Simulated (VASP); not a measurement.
An input for Quantum ESPRESSO's pw.x (written as the equivalent of a VASP run, and not itself run):

```
&CONTROL
  calculation = 'scf'
  pseudo_dir = './pseudo'
  outdir = './out'
  tprnfor = .true.
  tstress = .true.
/
&SYSTEM
  ibrav = 0
  nat = 20
  ntyp = 3
  ecutwfc = 72
  occupations = 'smearing'
  smearing = 'gaussian'
  degauss = 0.000735
  input_dft = 'pbe'
/
&ELECTRONS
  conv_thr = 7.3e-14
  electron_maxstep = 100
/
ATOMIC_SPECIES
  Cs 132.905 Cs.upf
  Sn 118.710 Sn.upf
  I 126.904 I.upf
CELL_PARAMETERS angstrom
    10.4916930    0.0000000    0.0000000
     0.0000000    4.7349420    0.0000000
     0.0000000    0.0000000   17.7849540
ATOMIC_POSITIONS crystal
  Cs   0.5841500  0.2500000  0.1699000
  Cs   0.4158500  0.7500000  0.8301000
  Cs   0.9158500  0.7500000  0.6699000
  Cs   0.0841500  0.2500000  0.3301000
  Sn   0.8413600  0.2500000  0.9381000
  Sn   0.1586400  0.7500000  0.0619000
  Sn   0.6586400  0.7500000  0.4381000
  Sn   0.3413600  0.2500000  0.5619000
  I    0.5268500  0.7500000  0.6156000
  I    0.4731500  0.2500000  0.3844000
  I    0.9731500  0.2500000  0.1156000
  I    0.0268500  0.7500000  0.8844000
  I    0.7940100  0.7500000  0.2913600
  I    0.2059900  0.2500000  0.7086400
  I    0.7059900  0.2500000  0.7913600
  I    0.2940100  0.7500000  0.2086400
  I    0.6661100  0.7500000  0.9986300
  I    0.3338900  0.2500000  0.0013700
  I    0.8338900  0.2500000  0.4986300
  I    0.1661100  0.7500000  0.5013700
K_POINTS automatic
  2 3 1 0 0 0
```

Task: Translate this input to VASP (INCAR, KPOINTS, POSCAR, choice of POTCAR).

Result: Several could match; the one computed here: 
INCAR:
```
LWAVE = .FALSE.
LREAL = Auto   ! projection in real space or not
SYSTEM = CsSnI3
GGA = PE   ! PBE
LASPH = .TRUE.
LMAXMIX = 4   ! l cut-off of mixed one-centre charges
NELM = 100
EDIFF = 1E-12
ENCUT = 300   ! plane-wave cut-off (eV)
LCHARG = .FALSE.
SIGMA = 0.01
ISIF = 2
PREC = Accurate
ALGO = Normal
ISMEAR = 0   ! Gaussian
```

File POSCAR:
```
CsSnI3
1.0
 10.4916930000   0.0000000000   0.0000000000
  0.0000000000   4.7349420000   0.0000000000
  0.0000000000   0.0000000000  17.7849540000
Cs Sn I
4 4 12
Cart
  6.1287224659   1.1837355000   3.0216636846
  4.3629705340   3.5512065000  14.7632903154
  9.6088170341   3.5512065000  11.9141406846
  0.8828759659   1.1837355000   5.8708133154
  8.8272908225   1.1837355000  16.6840653474
  1.6644021775   3.5512065000   1.1008886526
  6.9102486775   3.5512065000   7.7915883474
  3.5814443225   1.1837355000   9.9933656526
  5.5275484570   3.5512065000  10.9484176824
  4.9641445429   1.1837355000   6.8365363176
 10.2099910429   1.1837355000   2.0559406824
  0.2817019571   3.5512065000  15.7290133176
  8.3305091589   3.5512065000   5.1818241974
  2.1611838411   1.1837355000  12.6031298026
  7.4070303411   1.1837355000  14.0743011974
  3.0846626589   3.5512065000   3.7106528026
  6.9886216242   3.5512065000  17.7605886130
  3.5030713758   1.1837355000   0.0243653870
  8.7489178758   1.1837355000   8.8681116130
  1.7427751242   3.5512065000   8.9168423870
```

### KPOINTS
```
Automatic mesh
0
Gamma
2 3 1
0 0 0
```

POTCAR, in this order: Cs_sv Sn_d I (PBE.64 set). Program: vasp_std.

The two are equivalent in intent, not identical: the potentials are each code's own (VASP's PAW set, PseudoDojo norm-conserving files in pw.x), so ENCUT and ecutwfc are chosen apart and not converted; conv_thr bounds pw.x's estimated SCF error, while EDIFF bounds the energy change between steps.

The structure comes from a computed database's CsSnI3 entry; how it stands against other phases isn't given here. The cell was not relaxed at this level. The k-mesh is coarse (spacing up to 0.44 per Å, 2π included), so the numbers may not be converged in it. The run is one of a series of settings (EDIFF = 1E-12 against the base run), some of them coarse on purpose.
